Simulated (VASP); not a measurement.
## Hf (Hafnium): cell size and functional

Which functional gives which lattice for Hf (Hafnium)? The starting structure is a measured crystal structure from the Crystallography Open Database.

Method: Kohn-Sham DFT with plane waves and PAW; PBEsol, r2SCAN, PBE and LDA, in VASP 6.6.1.

## (1) Starting point

It takes space group P6_3/mmc (No. 194, hexagonal). Conventional cell: a = 3.197 Å, b = 3.197 Å, c = 5.058 Å, α = 90.00°, β = 90.00°, γ = 120.00°. Hf has 12 Hf at 3.13 to 3.20 Å nearest.

Coordinates:

```cif
data_structure
_symmetry_space_group_name_H-M 'P6_3/mmc'
_symmetry_Int_Tables_number 194
_cell_length_a 3.1967
_cell_length_b 3.1967
_cell_length_c 5.0578
_cell_angle_alpha 90.000
_cell_angle_beta 90.000
_cell_angle_gamma 120.000
_cell_volume 44.76
loop_
_atom_site_label
_atom_site_type_symbol
_atom_site_symmetry_multiplicity
_atom_site_Wyckoff_symbol
_atom_site_fract_x
_atom_site_fract_y
_atom_site_fract_z
_atom_site_occupancy
Hf1 Hf 2 c 0.66667 0.33333 0.75000 1
```

## (2) Relaxation with PBEsol

PBEsol restores the gradient expansion of exchange and is tuned for the cells of solids. This run starts from the cell of an earlier relaxation, which isn't shown; the restart sets up the plane waves anew.

INCAR reads:

```
SYSTEM = Hf
PREC = Accurate
ENCUT = 520
EDIFF = 1E-07
NELM = 100
ISMEAR = 1
SIGMA = 0.15
LREAL = .FALSE.
ALGO = Normal
GGA = PS
NBANDS = 16
LASPH = .TRUE.
LORBIT = 11
LWAVE = .FALSE.
LCHARG = .FALSE.
KPAR = 4
IBRION = 2
NSW = 50
ISIF = 3
EDIFFG = -0.005
```

POSCAR reads:

```
Hf
1.0
    3.1567933402      0.0000000000      0.0000000000
   -1.5783966701      2.7338632271      0.0000000000
    0.0000000000      0.0000000000      4.9911646402
Hf
2
Direct
    0.6666666667      0.3333333333      0.7500000000
    0.3333333333      0.6666666667      0.2500000000
```

KPOINTS reads:

```
Automatic mesh
0
Gamma
18 18 10
0 0 0
```

Potentials, in the order of the species: Hf_pv (PBE family, release 64).

Run with:

```sh
> mpirun -np 4 vasp_std
```

What it wrote:

```text
[banner, memory and clock lines left out]
running    4 mpi-ranks, on    1 nodes
 distrk:  each k-point on    1 cores,    4 groups
 distr:  one band on    1 cores,    1 groups

 POSCAR found type information on POSCAR Hf
 POSCAR found :  1 types and       2 ions
|                                                                             |
|               ----> ADVICE to this user running VASP <----                  |
|                                                                             |
|     You enforced a specific xc type in the INCAR file but a different       |
|     [... a line on the potential file left out ...]
|     I HOPE YOU KNOW WHAT YOU ARE DOING!                                     |
|                                                                             |

 LDA part: xc-table for (Slater+PW92), standard interpolation
 POSCAR, INCAR and KPOINTS ok, starting setup
 FFT: planning ... GRIDC
 FFT: planning ... GRID_SOFT
 FFT: planning ... GRID
 WAVECAR not read
 entering main loop
       N       E                     dE             d eps       ncg     rms          rms(c)
DAV:   1     0.465121236406E+02    0.46512E+02   -0.11564E+04  7120   0.120E+03
DAV:   2    -0.201875754486E+02   -0.66700E+02   -0.65271E+02  9456   0.253E+02
DAV:   3    -0.217469933274E+02   -0.15594E+01   -0.15470E+01  9328   0.265E+01
DAV:   4    -0.217588321893E+02   -0.11839E-01   -0.11837E-01  8840   0.281E+00
DAV:   5    -0.217589798195E+02   -0.14763E-03   -0.14762E-03  9432   0.258E-01    0.672E+01
DAV:   6    -0.212104527524E+02    0.54853E+00   -0.49286E-01  8536   0.469E+00    0.398E+01
DAV:   7    -0.210165065865E+02    0.19395E+00   -0.81656E-01  8736   0.580E+00    0.187E+00
DAV:   8    -0.210064620866E+02    0.10044E-01   -0.51360E-02  8264   0.156E+00    0.335E-01
DAV:   9    -0.210065641228E+02   -0.10204E-03   -0.10970E-03  9752   0.243E-01    0.192E-01
DAV:  10    -0.210065557017E+02    0.84211E-05   -0.48740E-05  8448   0.503E-02    0.218E-01
DAV:  11    -0.210065563829E+02   -0.68118E-06   -0.54445E-06  9440   0.168E-02    0.112E-02
DAV:  12    -0.210065564762E+02   -0.93288E-07   -0.43891E-07  8512   0.456E-03
   1 F= -.21006556E+02 E0= -.21007184E+02  d E =-.210066E+02
 curvature:   0.00 expect dE= 0.000E+00 dE for cont linesearch  0.000E+00
 trial: gam= 0.00000 g(F)=  0.117E-48 g(S)=  0.346E-05 ort = 0.000E+00 (trialstep = 0.100E+01)
 search vector abs. value=  0.346E-05
 reached required accuracy - stopping structural energy minimisation
```

The job ended after 11 s (4 MPI ranks of Intel Xeon 6975P-C (Granite Rapids), shared host; peak memory 0.99 GiB).

Lines that name or quote the potential files are left out of all logs, and their timing lines are given in words.

From OUTCAR (step 2):

```text
ion  position               nearest neighbor table
   1  0.667  0.333  0.750-   2 3.09   2 3.09   2 3.09   2 3.09   2 3.09   2 3.09
   2  0.333  0.667  0.250-   1 3.09   1 3.09   1 3.09   1 3.09   1 3.09   1 3.09

  LATTYP: Found a hexagonal cell.
 ALAT       =     3.1567933402
 C/A-ratio  =     1.5810869139

 Subroutine GETGRP returns: Found 24 space group operations
 (whereof 12 operations were pure point group operations)

The static configuration has the point symmetry D_3d.
 The point group associated with its full space group is D_6h.

 Found    222 irreducible k-points:

   k-points           NKPTS =    222   k-points in BZ     NKDIM =    222   number of bands    NBANDS=     16

   dimension x,y,z NGX =    24 NGY =   24 NGZ =   40
   dimension x,y,z NGXF=    48 NGYF=   48 NGZF=   80

   ENCUT  =  520.0 eV  38.22 Ry    6.18 a.u.   5.87  5.87  9.28*2*pi/ulx,y,z

   NELECT =      20.0000    total number of electrons

 k-points in reciprocal lattice and weights: Automatic mesh
   0.00000000  0.00000000  0.00000000       0.000
   0.05555556  0.00000000  0.00000000       0.002
   0.11111111  0.00000000  0.00000000       0.002
   0.16666667  0.00000000  0.00000000       0.002
   0.22222222  0.00000000  0.00000000       0.002
   0.27777778 -0.00000000  0.00000000       0.002
   0.33333333 -0.00000000  0.00000000       0.002
   0.38888889  0.00000000  0.00000000       0.002
   0.44444444  0.00000000  0.00000000       0.002
[...]
0.33333333  0.27777778  0.50000000       0.004
   0.33333333  0.33333333  0.50000000       0.001

 average (electrostatic) potential at core
       1 -36.7874       2 -36.7874

 E-fermi :   5.0444

 k-point     1 :       0.0000    0.0000    0.0000
  band No.  band energies     occupation
    ...
      4     -24.9929      2.00000
      5     -24.9912      2.00000
      6     -24.9912      2.00000
      7      -2.4931      2.00000
      8       1.1894      2.00000
      9       5.8391     -0.00000
     10       6.1970     -0.00000
     11       6.1970     -0.00000
     12       6.4974     -0.00000
     13       7.0619     -0.00000
    ...

 k-point     2 :       0.0556    0.0000    0.0000
  band No.  band energies     occupation
    ...
      4     -25.0122      2.00000
      5     -24.9971      2.00000
      6     -24.9938      2.00000
      7      -2.3946      2.00000
      8       1.2869      2.00000
      9       5.6968     -0.00000
     10       5.9002     -0.00000
     11       6.2895     -0.00000
     12       6.7332     -0.00000
     13       6.9542     -0.00000
    ...

 k-point     3 :       0.1111    0.0000    0.0000
  band No.  band energies     occupation
    ...
      4     -25.0719      2.00000
      5     -25.0097      2.00000
      6     -25.0014      2.00000
      7      -2.1059      2.00000
      8       1.5659      2.00000
      9       5.3123     -0.02996
     10       5.4350     -0.00144
     11       6.5647     -0.00000
     12       6.6433     -0.00000
     13       7.0907     -0.00000
    ...

  Total       -0.0084629     -0.0084629      0.0005371      0.0000000      0.0000000      0.0000000
  in kB       -0.3147776     -0.3147776      0.0199781      0.0000000      0.0000000      0.0000000
  external PRESSURE =      -0.2031923 kB  Pullay stress =       0.0000000 kB

  energy-cutoff  :      520.00
  volume of cell :       43.07
      direct lattice vectors                 reciprocal lattice vectors
     3.156793340  0.000000000  0.000000000     0.316777151  0.182891373  0.000000000
    -1.578396670  2.733863227  0.000000000     0.000000000  0.365782747  0.000000000
     0.000000000  0.000000000  4.991164640     0.000000000  0.000000000  0.200354040

 POSITION                                       TOTAL-FORCE (eV/Angst)
 -----------------------------------------------------------------------------------
      1.57840      0.91129      3.74337        -0.000000     -0.000000      0.000000
     -0.00000      1.82258      1.24779         0.000000      0.000000      0.000000
 -----------------------------------------------------------------------------------
    total drift:                               -0.000000      0.000000     -0.000000

  FREE ENERGIE OF THE ION-ELECTRON SYSTEM (eV)
  ---------------------------------------------------
  free  energy   TOTEN  =       -21.0065564762 eV

  energy  without entropy=      -21.0084378715  energy(sigma->0) =      -21.00718361

 reached required accuracy - stopping structural energy minimisation

 total charge
# of ion       s       p       d       tot
------------------------------------------
    1        0.402   6.403   1.600   8.405
    2        0.402   6.403   1.600   8.405
--------------------------------------------------
tot          0.804  12.806   3.201  16.811

[... 3 further parts left out ...]
```

The PAW data sets were made with PBE, which is usual practice but a small mismatch for other functionals. The run keeps the 24 symmetry operations of its start, so it cannot find a distortion of lower symmetry.

With PBEsol the relaxed cell holds 21.537 Å³ an atom, -3.77 % against the measured cell, with a = 3.157 Å and c = 4.991 Å.

## (3) Relaxation with r2SCAN

r2SCAN adds the kinetic-energy density, costs more than a GGA and is run with LASPH. This run starts from the cell of an earlier relaxation, which isn't shown; the restart sets up the plane waves anew.

Changes to INCAR since step 2:

```diff
@@ -9,5 +9,5 @@
 ALGO = Normal
-GGA = PS
+METAGGA = R2SCAN
+LASPH = .TRUE.
 NBANDS = 16
-LASPH = .TRUE.
 LORBIT = 11
```

POSCAR reads:

```
Hf
1.0
    3.1942194811      0.0000000000      0.0000000000
   -1.5971097405      2.7662752159      0.0000000000
    0.0000000000      0.0000000000      5.0324712850
Hf
2
Direct
    0.6666666667      0.3333333333      0.7500000000
    0.3333333333      0.6666666667      0.2500000000
```

KPOINTS is that of step 2.

Run with:

```sh
> mpirun -np 4 vasp_std
```

What it wrote:

```text
[banner, memory and clock lines left out]
running    4 mpi-ranks, on    1 nodes
[...]
[... a notice as in an earlier step ...]

 LDA part: xc-table for (None), standard interpolation
 POSCAR, INCAR and KPOINTS ok, starting setup
[...]
entering main loop
       N       E                     dE             d eps       ncg     rms          rms(c)
DAV:   1    -0.247609199833E+02   -0.24761E+02   -0.12014E+04  7112   0.124E+03
DAV:   2    -0.941986952447E+02   -0.69438E+02   -0.67830E+02  9288   0.262E+02
DAV:   3    -0.959697218075E+02   -0.17710E+01   -0.17604E+01  9712   0.285E+01
DAV:   4    -0.959850251225E+02   -0.15303E-01   -0.15302E-01  8696   0.324E+00
[...]
DAV:  13    -0.903037539247E+02    0.53432E-06   -0.87411E-08  5880   0.269E-03    0.209E-03
DAV:  14    -0.903037541786E+02   -0.25386E-06   -0.86364E-09  5032   0.788E-04    0.362E-04
DAV:  15    -0.903037541380E+02    0.40544E-07   -0.87118E-10  4784   0.249E-04
   1 F= -.90303754E+02 E0= -.90304079E+02  d E =-.903038E+02
[...]
reached required accuracy - stopping structural energy minimisation
```

Elapsed: 42 s, on 4 MPI ranks; peak memory 1 GiB; 2.8 min of CPU time.

From OUTCAR (step 3):

```text
  Total        0.0064720      0.0064720     -0.0020960      0.0000000      0.0000000     -0.0000000
  in kB        0.2331878      0.2331878     -0.0755215      0.0000000      0.0000000     -0.0000000
  external PRESSURE =       0.1302847 kB  Pullay stress =       0.0000000 kB

 POSITION                                       TOTAL-FORCE (eV/Angst)
 -----------------------------------------------------------------------------------
      1.59711      0.92209      3.77435        -0.000000     -0.000000      0.000000
     -0.00000      1.84418      1.25812         0.000000      0.000000      0.000000
 -----------------------------------------------------------------------------------
    total drift:                               -0.000000      0.000000     -0.000000

  FREE ENERGIE OF THE ION-ELECTRON SYSTEM (eV)
  ---------------------------------------------------
  free  energy   TOTEN  =       -90.3037541380 eV

  energy  without entropy=      -90.3047274510  energy(sigma->0) =      -90.30407858

[... 2 parts as in an earlier step ...]

[... 2 further parts left out ...]
[key lines of the parts left out:]
E-fermi :   4.8763
```

With r2SCAN the relaxed cell holds 22.234 Å³ an atom, -0.66 % against the measured cell, with a = 3.194 Å and c = 5.032 Å. That is +3.23 % from PBEsol.

## (4) Relaxation with PBE

PBE, the usual starting point, adds the gradient of the density. This run starts from the cell of an earlier relaxation, which isn't shown; the restart sets up the plane waves anew.

Changes to INCAR since step 3:

```diff
@@ -9,5 +9,5 @@
 ALGO = Normal
-METAGGA = R2SCAN
+GGA = PE
+NBANDS = 16
 LASPH = .TRUE.
-NBANDS = 16
 LORBIT = 11
```

POSCAR reads:

```
Hf
1.0
    3.2016348840      0.0000000000      0.0000000000
   -1.6008174420      2.7726971432      0.0000000000
    0.0000000000      0.0000000000      5.0570749754
Hf
2
Direct
    0.6666666667      0.3333333333      0.7500000000
    0.3333333333      0.6666666667      0.2500000000
```

KPOINTS is that of step 3.

Run with:

```sh
> mpirun -np 4 vasp_std
```

What it wrote:

```text
[banner, memory and clock lines left out]
running    4 mpi-ranks, on    1 nodes
[...]
LDA part: xc-table for (Slater+PW92), standard interpolation
 POSCAR, INCAR and KPOINTS ok, starting setup
[...]
entering main loop
       N       E                     dE             d eps       ncg     rms          rms(c)
DAV:   1     0.487032050491E+02    0.48703E+02   -0.11563E+04  7136   0.119E+03
DAV:   2    -0.189039437455E+02   -0.67607E+02   -0.66139E+02  9400   0.254E+02
DAV:   3    -0.205576848829E+02   -0.16537E+01   -0.16440E+01  9688   0.271E+01
DAV:   4    -0.205709184110E+02   -0.13234E-01   -0.13166E-01  8672   0.295E+00
[...]
DAV:  10    -0.198503055708E+02    0.13929E-04   -0.62561E-05  8424   0.556E-02    0.245E-01
DAV:  11    -0.198503087899E+02   -0.32191E-05   -0.71574E-06  9304   0.205E-02    0.994E-03
DAV:  12    -0.198503088500E+02   -0.60173E-07   -0.46696E-07  8968   0.462E-03
   1 F= -.19850309E+02 E0= -.19850872E+02  d E =-.198503E+02
[...]
reached required accuracy - stopping structural energy minimisation
```

Run time: 14 s. Hardware: 4 MPI ranks; peak memory 1 GiB.

Parts of OUTCAR (step 4):

```text
  Total       -0.0024887     -0.0024887     -0.0074488     -0.0000000      0.0000000      0.0000000
  in kB       -0.0888183     -0.0888183     -0.2658407     -0.0000000      0.0000000      0.0000000
  external PRESSURE =      -0.1478258 kB  Pullay stress =       0.0000000 kB

 POSITION                                       TOTAL-FORCE (eV/Angst)
 -----------------------------------------------------------------------------------
      1.60082      0.92423      3.79281        -0.000000      0.000000      0.000000
     -0.00000      1.84846      1.26427         0.000000      0.000000      0.000000
 -----------------------------------------------------------------------------------
    total drift:                               -0.000000      0.000000     -0.000000

  FREE ENERGIE OF THE ION-ELECTRON SYSTEM (eV)
  ---------------------------------------------------
  free  energy   TOTEN  =       -19.8503088500 eV

  energy  without entropy=      -19.8519997283  energy(sigma->0) =      -19.85087248

[... 2 parts as in an earlier step ...]

[... 2 further parts left out ...]
[key lines of the parts left out:]
E-fermi :   4.9125
```

With PBE the relaxed cell holds 22.446 Å³ an atom, +0.29 % against the measured cell, with a = 3.202 Å and c = 5.057 Å. That is +4.22 % from PBEsol.

## (5) Relaxation with LDA

LDA, the lowest rung, knows the local density alone. This run starts from the cell of an earlier relaxation, which isn't shown; the restart sets up the plane waves anew.

Changes to INCAR since step 4:

```diff
@@ -9,3 +9,3 @@
 ALGO = Normal
-GGA = PE
+GGA = CA
 NBANDS = 16
```

POSCAR reads:

```
Hf
1.0
    3.1198696101      0.0000000000      0.0000000000
   -1.5599348050      2.7018863389      0.0000000000
    0.0000000000      0.0000000000      4.9453142810
Hf
2
Direct
    0.6666666667      0.3333333333      0.7500000000
    0.3333333333      0.6666666667      0.2500000000
```

KPOINTS is that of step 4.

The projector-augmented-wave data sets are Hf_pv (LDA family, release 64).

Run with:

```sh
> mpirun -np 4 vasp_std
```

What it wrote:

```text
[banner, memory and clock lines left out]
running    4 mpi-ranks, on    1 nodes
[...]
LDA part: xc-table for (Slater(with rela. corr.)+CA(PZ))
 , standard interpolation
 POSCAR, INCAR and KPOINTS ok, starting setup
[...]
entering main loop
       N       E                     dE             d eps       ncg     rms          rms(c)
DAV:   1     0.465660484277E+02    0.46566E+02   -0.11708E+04  7112   0.120E+03
DAV:   2    -0.205093002603E+02   -0.67075E+02   -0.65556E+02  9264   0.253E+02
DAV:   3    -0.220831453166E+02   -0.15738E+01   -0.15648E+01  9496   0.265E+01
DAV:   4    -0.220943579117E+02   -0.11213E-01   -0.11211E-01  8648   0.268E+00
[...]
DAV:  10    -0.213900297435E+02    0.35722E-05   -0.40955E-05  8304   0.464E-02    0.183E-01
DAV:  11    -0.213900271577E+02    0.25858E-05   -0.38376E-06  9608   0.129E-02    0.129E-02
DAV:  12    -0.213900271169E+02    0.40797E-07   -0.37544E-07  8256   0.424E-03
   1 F= -.21390027E+02 E0= -.21390578E+02  d E =-.213900E+02
[...]
reached required accuracy - stopping structural energy minimisation
```

The job ended after 12 s (4 MPI ranks; peak memory 0.91 GiB).

Parts of OUTCAR (step 5):

```text
  Total       -0.0044701     -0.0044701     -0.0028430     -0.0000000      0.0000000      0.0000000
  in kB       -0.1718013     -0.1718013     -0.1092688     -0.0000000      0.0000000      0.0000000
  external PRESSURE =      -0.1509571 kB  Pullay stress =       0.0000000 kB

 POSITION                                       TOTAL-FORCE (eV/Angst)
 -----------------------------------------------------------------------------------
      1.55993      0.90063      3.70899         0.000000     -0.000000      0.000000
     -0.00000      1.80126      1.23633        -0.000000      0.000000      0.000000
 -----------------------------------------------------------------------------------
    total drift:                               -0.000000      0.000000     -0.000000

  FREE ENERGIE OF THE ION-ELECTRON SYSTEM (eV)
  ---------------------------------------------------
  free  energy   TOTEN  =       -21.3900271169 eV

  energy  without entropy=      -21.3916803001  energy(sigma->0) =      -21.39057818

[... 2 parts as in an earlier step ...]

[... 2 further parts left out ...]
[key lines of the parts left out:]
E-fermi :   5.3176
```

With LDA the relaxed cell holds 20.843 Å³ an atom, -6.87 % against the measured cell, with a = 3.120 Å and c = 4.945 Å. That is -3.22 % from PBEsol.

## (6) Comparison

| level | volume (Å³/atom) | against the measured cell (%) | a (Å) | c (Å) | pressure left (GPa) | core minutes |
| --- | --- | --- | --- | --- | --- | --- |
| PBEsol | 21.537 | -3.77 | 3.1568 | 4.9912 | -0.02 | 4.35 |
| r2SCAN | 22.234 | -0.66 | 3.1942 | 5.0325 | 0.01 | 11.7 |
| PBE | 22.446 | 0.29 | 3.2016 | 5.0571 | -0.01 | 4.29 |
| LDA | 20.843 | -6.87 | 3.1199 | 4.9453 | -0.02 | 5.51 |

Core minutes are wall time times ranks, summed over the relaxations behind a row (those for a bulk modulus apart), on shared hosts.

## (7) Summary of results

```
volume, PBEsol : 21.54 Å³/atom
volume, r2SCAN : 22.23 Å³/atom
volume, PBE    : 22.45 Å³/atom
volume, LDA    : 20.84 Å³/atom
```

What this shows: Across 4 levels the volume of Hf (Hafnium) spans 7.7 %, from 20.84 Å³ an atom (LDA) to 22.45 Å³ (PBE). Against the measured volume of the starting structure, PBE comes nearest (+0.3 %) and LDA lies farthest (-6.9 %). The measured cell holds zero-point expansion and, unless it was taken cold, thermal expansion, which the runs lack, so small differences decide nothing. Spin-orbit coupling is left out of all runs, which can matter with elements this heavy. All runs keep the symmetry of the start, so they can't find a distortion of lower symmetry.

[Lines on the potential files, build, host, timing and source positions are cut from VASP's logs without a mark.]

[Logs are printed without paths, hosts, clocks, repeated set-up lines and the standing remarks that a program may print on its own settings, such as how far it seeks lower states.]

[Hosts, paths, dates, database ids (printed as entryN), source tags and the programs' standing remarks are cut or masked in the printed files.]
